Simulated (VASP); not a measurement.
Input:

```
Cd
1.0
    2.99110     0.00000     0.00000
   -1.49555     2.59037     0.00000
    0.00000     0.00000     5.62687
Cd
2
Cartesian
  1.49555   0.86346   4.22015
  0.00000   1.72692   1.40672
```

The numbers are results of r2SCAN meta-GGA, VASP's PBE PAW potentials (set 64) (plane waves; VASP), not measurements. Numerical set-up: PREC = Normal, EDIFF = 1E-5, 400 eV cut-off, 16×16×7 Γ-centred mesh, first-order Methfessel-Paxton smearing of 0.10 eV, potentials Cd.

### Question
Give the stress tensor in GPa (positive for a compressed cell).

### Answer

```
-2.06   0.00   0.00
 0.00  -2.06   0.00
 0.00   0.00  -1.25
```
The pressure is its mean diagonal, -1.79 GPa.

The compound is Cd in the hcp structure. It was relaxed first.
